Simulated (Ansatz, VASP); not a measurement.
# CdAgCl3 in two plane-wave programs, part 2 of 2

One calculation is typed for both programs; each brings its own data sets. How far apart do they land? The cell is generated by rule, not measured, and may not be a known phase. The cell is taken from a series of runs on this material, whose earlier steps may have relaxed, scaled, displaced or heated it; both programs get it as it stands.

VASP 6.6.1 and Ansatz 0.2.0.

So far: The starting structure; VASP: relaxation of cell and atoms, PBEsol.

The structure was built from a prototype and need not be the compound's stable phase.

## 3. Ansatz: relaxation of cell and atoms, PBEsol

Level of this step: Ansatz beside VASP: Kohn-Sham DFT, plane waves, PBEsol (Ansatz).

Ansatz runs on its default PAW (the set named soft_2) files.

The same cell, functional, mesh and smearing now go to Ansatz, which takes its cutoff from its data sets.

input.yaml reads:

```yaml
crystal:
  lattice:
    - [5.0585249677, 0.0, 0.0]
    - [0.0, 5.0585249677, 0.0]
    - [0.0, 0.0, 5.0585249677]
  atoms:
    - { symbol: Ag, position: [0.0, 0.0, 0.0] }
    - { symbol: Cd, position: [0.5, 0.5, 0.5] }
    - { symbol: Cl, position: [0.5, 0.5, 0.0] }
    - { symbol: Cl, position: [0.5, 0.0, 0.5] }
    - { symbol: Cl, position: [0.0, 0.5, 0.5] }
kpoints:
  mp_grid: { grid: [6, 6, 6] }
hamiltonian:
  xc: pbesol
scf:
  occupations: { method: gaussian, width: 0.02 }
output:
  forces: true
  stress: true
  eigenvalues: true
relax:
  adjacent_minimum: "off"
  f_tol: 0.005
  max_steps: 80
  cell: { stress_tol: 0.05 }
```

Started as:

```
$ ansatz run input.yaml --threads 8 --pin off --max-ram 14336MiB --backend cpu --events-out ev --progress --plain --runs-dir out
```

Numbers of over 12 decimals in the logs are rounded to 6 here.

What it wrote:

```text
Engine: ansatz 0.2.0, aarch64-unknown-linux-gnu
Pseudopotentials: kind: paw
Pseudopotential: Ag, paw, valence charge 19, recommended cutoff 420 eV (normal), Ag.paw.azcp
Pseudopotential: Cd, paw, valence charge 20, recommended cutoff 420 eV (normal), Cd.paw.azcp
Pseudopotential: Cl, paw, valence charge 7, recommended cutoff 420 eV (normal), Cl.paw.azcp
Functional definition: PBEsol
  exchange = pbesol_x
  correlation = pbesol_c
Crystal: 5 atoms, lattice volume = 129.441 Å³
Basis set: ecut = 420 eV, 2517 PW (Γ), exchange–correlation on 72×72×72 points (8 copies of the dense FFT grid, shifted against one another)
Bands: 36, of which v1, the nominal top of the filled ones, is band 30 counted from 1 (29 counted from 0)
Symmetry: 48 space group operations
Space group: Pm-3m (ITA 221), of the structure as read, at distance tolerance 5.1e-5 Å
k-points: 20 of 216
Non-local potential: Ag, projectors of the file, l = 0: 3, l = 1: 2, l = 2: 2, l = 3: 1
Non-local potential: Cd, projectors of the file, l = 0: 3, l = 1: 2, l = 2: 2, l = 3: 1
Non-local potential: Cl, projectors of the file, l = 0: 2, l = 1: 2, l = 2: 2
PAW form: soft (Blöchl's): semilocal exchange-correlation on the pseudo side does not see the compensation charge
PAW frozen core: Ag, regenerated for the run's functional, and the local potential with it (the file was generated under x = pbe(κ = 0.804, μ = 0.219515), c = pbe(β = 0.066725))
PAW frozen core: Cd, regenerated for the run's functional, and the local potential with it (the file was generated under x = pbe(κ = 0.804, μ = 0.219515), c = pbe(β = 0.066725))
PAW frozen core: Cl, regenerated for the run's functional, and the local potential with it (the file was generated under x = pbe(κ = 0.804, μ = 0.219515), c = pbe(β = 0.066725))
PAW one-centre angular grid: Ag, 590 points (default); XC on 64 Gauss nodes
PAW one-centre angular grid: Cd, 590 points (default); XC on 64 Gauss nodes
PAW one-centre angular grid: Cl, 110 points (default); XC on 64 Gauss nodes
Initial density: superposition of atomic densities (neutral atoms: chi_scale 0, normalization atom), corrected by the library's trained network
Initial wavefunctions: pseudopotential atomic-orbital guess
Functional: x = pbesol(κ = 0.804, μ = 0.123457), c = pbesol(β = 0.046)
SCF iter   1: F=—  HF=-18890.973115 eV  |F-HF|=—  |Δ(HF+E_count)|=         —  Δρ=5.07e-3  dr2=4.11e-2  ethr=1.77e-3  ⟨swp⟩=6.6  Hψ=2920  notcnv=0
preconditioner: auto → Resta (q_TF=auto, 2.400 Å⁻¹)  ε∞=5.2  [insulator: Δε(μ)=1.115 eV  Ē_g=10.534 eV  σ=0.020 eV  W_gap=1.00  n_scr=26 (ndim 8)  ℏωp=21.6 eV  f_vac=0.057  D(μ)=0.00/eV (n_scr^D=0)  ε∞_Penn≈5.2]
SCF iter   2: F=—  HF=-18890.962667 eV  |F-HF|=—  |Δ(HF+E_count)|=   1.04e-2  Δρ=2.03e-3  dr2=7.23e-3  ethr=6.86e-5  ⟨swp⟩=2.0  Hψ=1193  notcnv=0  defer=26
SCF iter   3: F=—  HF=-18890.960801 eV  |F-HF|=—  |Δ(HF+E_count)|=   1.87e-3  Δρ=5.99e-4  dr2=6.77e-4  ethr=1.20e-5  ⟨swp⟩=2.0  Hψ=1153  notcnv=0  defer=26
SCF iter   4: F=—  HF=-18890.960749 eV  |F-HF|=—  |Δ(HF+E_count)|=   5.19e-5  Δρ=2.35e-4  dr2=8.35e-5  ethr=1.13e-6  ⟨swp⟩=2.0  Hψ=860  notcnv=0  defer=26
SCF iter   5: F=—  HF=-18890.960846 eV  |F-HF|=—  |Δ(HF+E_count)|=   9.75e-5  Δρ=4.70e-5  dr2=2.86e-6  ethr=1.39e-7  ⟨swp⟩=2.0  Hψ=1075  notcnv=0  defer=26
SCF iter   6: F=—  HF=-18890.960849 eV  |F-HF|=—  |Δ(HF+E_count)|=   2.19e-6  Δρ=2.07e-5  dr2=4.81e-7  ethr=4.77e-9  ⟨swp⟩=2.0  Hψ=1202  notcnv=0  defer=26
SCF iter   7: F=-18890.960848 eV  HF=-18890.960848 eV  |F-HF|=8.41e-9  |Δ(HF+E_count)|=   6.33e-8  Δρ=4.54e-6  dr2=2.95e-8  ethr=1.67e-10  ⟨swp⟩=8.6  Hψ=2880  notcnv=0
SCF 1 converged in 7 iterations: F = -18890.960848 eV  dr2 = 2.95e-8
  greatest PAW one-centre occupation: 1.000 electrons in one spin orbital (limit 2), on the Ag atom at site 0 (counted from 0), in its partial waves of l = 0
relax step   1: F+E_penalty+E_count = -18890.96084847 eV  Δ(F+E_penalty+E_count) = +0.000e0 eV  max|allowed force component| = 9.214e-29 eV/Å  Δτ_max = 0.0000 Å  P = -0.009 GPa  Ω = 129.441 Å³  (7 SCF iters, dr2 threshold 1.00e-7 eV, accepted)
Initial density: handed on by an earlier stage of this run
Initial wavefunctions: pseudopotential atomic-orbital guess (no wavefunctions were taken with the density)
iter 1 solved again at ethr=2.77e-7 eV; its pass at ethr=3.10e-3 eV (dr2=1.66e-4 eV) is discarded
SCF iter   1: F=—  HF=-18890.960782 eV  |F-HF|=—  |Δ(HF+E_count)|=         —  Δρ=4.63e-6  dr2=2.81e-8  ethr=2.77e-7  ⟨swp⟩=3.0  Hψ=4843  notcnv=0
eigensolver tolerance schedule: the retry pair's looser diagonalisation over-reported the residual by 5927.06 of it (diagonalisation noise at 1.13 of the residual, at the tolerance the schedule requests for it); recorded, not acted on — ethr = c·dr2/N_el stays at c = 1.0e-1
preconditioner: auto → Resta (q_TF=auto, 2.400 Å⁻¹)  ε∞=5.2  [insulator: Δε(μ)=1.121 eV  Ē_g=10.572 eV  σ=0.020 eV  W_gap=1.00  n_scr=26 (ndim 8)  ℏωp=21.6 eV  f_vac=0.057  D(μ)=0.00/eV (n_scr^D=0)  ε∞_Penn≈5.2]
SCF iter   2: F=—  HF=-18890.960848 eV  |F-HF|=—  |Δ(HF+E_count)|=   6.68e-5  Δρ=2.70e-6  dr2=1.20e-8  ethr=4.68e-11  ⟨swp⟩=3.0  Hψ=1585  notcnv=0
SCF iter   3: F=—  HF=-18890.960848 eV  |F-HF|=—  |Δ(HF+E_count)|=   8.13e-9  Δρ=1.23e-6  dr2=1.99e-9  ethr=2.00e-11  ⟨swp⟩=2.0  Hψ=974  notcnv=0
SCF iter   4: F=—  HF=-18890.960848 eV  |F-HF|=—  |Δ(HF+E_count)|=  7.57e-10  Δρ=5.75e-7  dr2=2.73e-10  ethr=3.32e-12  ⟨swp⟩=2.2  Hψ=1003  notcnv=0
SCF iter   5: F=—  HF=-18890.960848 eV  |F-HF|=—  |Δ(HF+E_count)|=  1.02e-10  Δρ=2.05e-7  dr2=5.88e-11  ethr=1.00e-12  ⟨swp⟩=2.0  Hψ=1197  notcnv=0
SCF iter   6: F=-18890.960848 eV  HF=-18890.960848 eV  |F-HF|=0.00e0  |Δ(HF+E_count)|=    0.00e0  Δρ=8.85e-8  dr2=8.99e-12  ethr=1.00e-12  ⟨swp⟩=4.0  Hψ=2227  notcnv=0
SCF 2 converged in 6 iterations: F = -18890.960848 eV  dr2 = 8.99e-12
relax step   2: F+E_penalty+E_count = -18890.96084848 eV  Δ(F+E_penalty+E_count) = -9.008e-9 eV  max|allowed force component| = 8.482e-28 eV/Å  Δτ_max = 0.0000 Å  P = -0.009 GPa  Ω = 129.441 Å³  stress off target by 8.65e-3 GPa  SCF on the basis re-selected at this cell (its energy is not comparable with the rows above)  (6 SCF iters)
basis re-selected at this cell: Δ(F+E_penalty+E_count) = -9.008e-9 eV, ΔP = -0.000 GPa vs the last step (what re-selecting the basis moved, of the pressure what is left beyond the Pulay correction that the steps carried, after the strain that the cell walked since its last selection, with what the two solves' SCF thresholds leave and, on support functions, any second-order correction that the steps lacked; it is no m [...]
SCF converged after 6 iterations
Free energy (F): -18890.960848 eV
Harris-Foulkes:  -18890.960848 eV  (|F-HF|=0.00e0)
Internal energy: -18890.960848 eV  (E = F + TS)
E sigma→0 (E₀):  -18890.960848 eV
Fermi energy:    5.017866 eV
--- Per-component energies (eV) ---
  E_band       = -1006.738726
  E_kinetic    = 1514.097616
  E_local      = -8257.483269  (includes V_loc(G=0)·N_el)
  E_nonlocal   = 214.090291
  E_hartree    = 3643.578541
  E_xc         = -671.265427
  E_vxc        = -811.677775  (∫ρ·V_xc dr)
  E_paw        = -9780.526110  (= ΣΔE_a)
  E_vpaw       = -952.923090  (= ΣTr[D̂ρ^β])
  E_aug_tail   = 0.000598  (compensation charges beyond the density's cutoff)
  E_ewald      = -5554.353083
  E_core_change = 0.899995  (= ΣΔE_core)
  E_smearing   = -0.000000  (= −TS)
  E_closure    = -0.000000  (closes the sum)
  Σ components = -18890.960848   (vs F -18890.960848, Δ=0.00e0)
--- Forces (eV/Å), atoms counted from 1 ---
  atom   1  Ag     0.00000000     0.00000000    -0.00000000
  atom   2  Cd    -0.00000000     0.00000000     0.00000000
  atom   3  Cl    -0.00000000     0.00000000    -0.00000000
  atom   4  Cl    -0.00000000     0.00000000     0.00000000
  atom   5  Cl    -0.00000000    -0.00000000    -0.00000000
  max |Σ_I F_I| component: 1.14e-27 eV/Å
--- Stress (GPa, compression-positive) ---
       -0.008651       0.000000       0.000000
        0.000000      -0.008651       0.000000
        0.000000       0.000000      -0.008651
  P = ⅓ Tr σ = -0.0087 GPa (-0.087 kbar)
--- Band table (eV; the first three rows and the last of 20) ---
  k-point 0: bands = [... 26 lower, 3.2720, 3.3914, 3.3914, 3.3914, 5.5780, 6.3164, 12.5729, 12.5729, ... 2 higher]
  k-point 1: bands = [... 26 lower, 3.2675, 3.3085, 3.4050, 3.4050, 5.9409, 6.8926, 11.4883, 12.3735, ... 2 higher]
  k-point 2: bands = [... 26 lower, 3.1580, 3.3689, 3.5063, 3.5063, 6.6668, 8.2456, 10.2265, 11.8653, ... 2 higher]
  k-point 19: bands = [... 26 lower, 3.9810, 3.9810, 4.4574, 4.4574, 6.0540, 10.7709, 10.7709, 10.7709, ... 2 higher]
--- Relaxed structure (1 steps of the walk, 1 accepted, 1 SCFs on fresh bases) ---
  F+E_penalty+E_count = -18890.96084848 eV   max|allowed force component| = 8.482e-28 eV/Å   (the final SCF, on the basis selected at the relaxed cell)
  cell:  # Å, volume = 129.4410 Å³
    - [5.0585249677, 0.0, 0.0]
    - [0.0, 5.0585249677, 0.0]
    - [0.0, 0.0, 5.0585249677]
  atoms:
    - { symbol: Ag, position: [0.0, 0.0, 0.0] }
    - { symbol: Cd, position: [0.500000, 0.500000, 0.500000] }
    - { symbol: Cl, position: [0.500000, 0.500000, 0.0] }
    - { symbol: Cl, position: [0.500000, 0.0, 0.500000] }
    - { symbol: Cl, position: [0.0, 0.500000, 0.500000] }
```

## 4. Side by side

Known differences besides the potentials themselves: the data sets hold 60 valence electrons in Ansatz (on its default PAW (the set named soft_2) files) and 44 in VASP; the cutoff is 420 eV in Ansatz and 500 eV in VASP; Ansatz makes its cores anew for this functional, VASP keeps those of its PBE data sets; Ansatz adds a Pulay correction to the stress that steers its cell, VASP none. Total energies have different zeros and are not compared.

Both answers:

```
                                         quantity  Ansatz    VASP  difference
                                      volume (Å³)  129.44  130.11     -0.52 %
edge a after relaxation, in the typed setting (Å)   5.059   5.067     -0.17 %
```

## 5. Summary of results

| Property | Result |
| --- | --- |
| difference in volume (relaxation of cell and atoms, PBEsol) | -0.52 % |

In words: The difference in volume is -0.52 % (relaxation of cell and atoms, PBEsol), within the 1.2 % picked in this series as the mark of a large difference, as far as the stopping tolerances let one tell. The data sets hold unlike numbers of valence electrons (60 in Ansatz and 44 in VASP), so part of the differences comes from the potentials. 1 further run of this series is not shown here. How closely two codes agree says nothing of how well the functional describes the real material.

[Lines on the potential files, build, host, timing and source positions are cut from VASP's logs without a mark.]

[Logs are printed without paths, hosts, clocks, repeated set-up lines and the standing remarks that a program may print on its own settings, such as how far it seeks lower states.]

[Hosts, paths, dates, database ids (printed as entryN), source tags and the programs' standing remarks are cut or masked in the printed files.]
